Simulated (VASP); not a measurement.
All values below come from PBE GGA, VASP's PBE PAW potentials (set 64) (plane waves; VASP).

The input files of a VASP run:

**KPOINTS**
```
Automatic mesh
0
Gamma
  16 16 14
0 0 0
```

File POSCAR:
```
WC
1
    1.4624212747    -2.5329880261     0.0000000000
    1.4624212747     2.5329880261    -0.0000000000
   -0.0000000000    -0.0000000000     2.8483751962
W C
1 1
Direct
  0.0000000000   0.0000000000   0.0000000000
  0.3333330000   0.6666670000   0.5000000000
```

**INCAR**
```
# general
SYSTEM   =  WC
PREC     =  Accurate
ENCUT    =  520   # plane-wave cut-off (eV)
LREAL    =  .False.   # projection in real space or not
LASPH    =  .True.   # aspherical one-centre terms

# electronic loop
EDIFF    =  1E-7
NELM     =  100   # most electronic steps
ALGO     =  Normal   # blocked Davidson
LMAXMIX  =  6

# smearing
ISMEAR   =  -5   # tetrahedra, Bloechl

# functional
GGA      =  PE   # PBE

# ions
ISIF     =  2   # forces and stress, cell fixed

# output
LWAVE    =  .False.
LCHARG   =  .True.
LORBIT   =  11   # lm-projected
NEDOS    =  601   # DOS grid
```

POTCAR, in this order: W_sv C (PBE.64 set). Program: vasp_std.

The resulting files:

### OUTCAR
```
 ion  position               nearest neighbor table
   1  0.000  0.000  0.000-   2 2.21   2 2.21   2 2.21   2 2.21   2 2.21   2 2.21
   2  0.333  0.667  0.500-   1 2.21   1 2.21   1 2.21   1 2.21   1 2.21   1 2.21
  LATTYP: Found a hexagonal cell.
 ALAT       =     2.9248426154
 C/A-ratio  =     0.9738558858
 Subroutine PRICEL returns:
 Original cell was already a primitive cell.
 Subroutine GETGRP returns: Found 12 space group operations
The static configuration has the point symmetry D_3h.
The dynamic configuration has the point symmetry D_3h.
 Subroutine INISYM returns: Found 12 space group operations
 Subroutine IBZKPT returns following result:
 Found    240 irreducible k-points:

 Following reciprocal coordinates:
            Coordinates               Weight
  0.000000  0.000000  0.000000      1.000000
  0.062500  0.000000  0.000000      6.000000
  0.125000  0.000000  0.000000      6.000000
  0.187500  0.000000  0.000000      6.000000
  0.250000  0.000000  0.000000      6.000000
  0.312500  0.000000  0.000000      6.000000
  0.375000  0.000000  0.000000      6.000000
  0.437500  0.000000  0.000000      6.000000
  0.500000  0.000000  0.000000      3.000000
  0.062500  0.062500  0.000000      6.000000
  0.125000  0.062500  0.000000     12.000000
  0.187500  0.062500  0.000000     12.000000
  0.250000  0.062500  0.000000     12.000000
  0.312500  0.062500  0.000000     12.000000
  0.375000  0.062500  0.000000     12.000000
  0.437500  0.062500  0.000000     12.000000
  0.125000  0.125000  0.000000      6.000000
  0.187500  0.125000  0.000000     12.000000
  0.250000  0.125000  0.000000     12.000000
  0.312500  0.125000  0.000000     12.000000
  0.375000  0.125000  0.000000     12.000000
  0.437500  0.125000  0.000000      6.000000
  0.187500  0.187500  0.000000      6.000000
...
```

### OSZICAR
```
       N       E                     dE             d eps       ncg     rms          rms(c)
DAV:   1     0.110520419099E+03    0.11052E+03   -0.98576E+03  6256   0.153E+03
DAV:   2    -0.215260109590E+02   -0.13205E+03   -0.12890E+03  7175   0.378E+02
DAV:   3    -0.254936782287E+02   -0.39677E+01   -0.39341E+01  7626   0.608E+01
DAV:   4    -0.255323910329E+02   -0.38713E-01   -0.38681E-01  6871   0.637E+00
DAV:   5    -0.255327213237E+02   -0.33029E-03   -0.33018E-03  7365   0.602E-01    0.315E+01
DAV:   6    -0.225464397712E+02    0.29863E+01   -0.97583E+00  7060   0.318E+01    0.819E+00
DAV:   7    -0.224765858281E+02    0.69854E-01   -0.44834E-01  6505   0.588E+00    0.592E+00
DAV:   8    -0.224504325800E+02    0.26153E-01   -0.75170E-02  6915   0.263E+00    0.843E-01
DAV:   9    -0.224494051395E+02    0.10274E-02   -0.38501E-03  6778   0.501E-01    0.145E-01
DAV:  10    -0.224493486098E+02    0.56530E-04   -0.27939E-04  7245   0.225E-01    0.746E-02
DAV:  11    -0.224493501967E+02   -0.15868E-05   -0.20991E-05  6825   0.434E-02    0.110E-02
DAV:  12    -0.224493488750E+02    0.13216E-05   -0.51797E-06  6880   0.225E-02    0.316E-03
DAV:  13    -0.224493487772E+02    0.97869E-07   -0.10126E-07  4330   0.341E-03
   1 F= -.22449349E+02 E0= -.22449349E+02  d E =0.000000E+00
```

**OUTCAR**
```
------------------------ aborting loop because EDIFF is reached ----------------------------------------
  FORCE on cell =-STRESS in cart. coord.  units (eV):
  Direction    XX          YY          ZZ          XY          YZ          ZX
  --------------------------------------------------------------------------------------
  Total       -0.0067767     -0.0067767      0.0706007      0.0000000      0.0000000     -0.0000000
  in kB       -0.5145155     -0.5145155      5.3602717      0.0000000      0.0000000     -0.0000000
  external PRESSURE =       1.4437469 kB  Pullay stress =       0.0000000 kB
  volume of cell :       21.10
      direct lattice vectors                 reciprocal lattice vectors
     1.462421275 -2.532988026  0.000000000     0.341898746 -0.197395327  0.000000000
     1.462421275  2.532988026  0.000000000     0.341898746  0.197395327  0.000000000
     0.000000000  0.000000000  2.848375196     0.000000000  0.000000000  0.351077344
 POSITION                                       TOTAL-FORCE (eV/Angst)
 -----------------------------------------------------------------------------------
      0.00000      0.00000      0.00000         0.000000     -0.000000      0.000000
      1.46242      0.84433      1.42419        -0.000000      0.000000      0.000000
 -----------------------------------------------------------------------------------
    total drift:                                0.000000     -0.000388      0.000000
  FREE ENERGIE OF THE ION-ELECTRON SYSTEM (eV)
  ---------------------------------------------------
  free  energy   TOTEN  =       -22.4493487772 eV

  energy  without entropy=      -22.4493487772  energy(sigma->0) =      -22.44934878

 total charge

# of ion       s       p       d       tot
------------------------------------------
    1        2.344   6.413   3.374  12.131
    2        0.853   1.562   0.000   2.415
--------------------------------------------------
tot          3.197   7.976   3.374  14.546
```
(Selected blocks of OUTCAR.)

For a metal the tetrahedron method with Blöchl corrections gives inexact stress and forces.

The compound is WC in the wc structure. It was relaxed first.
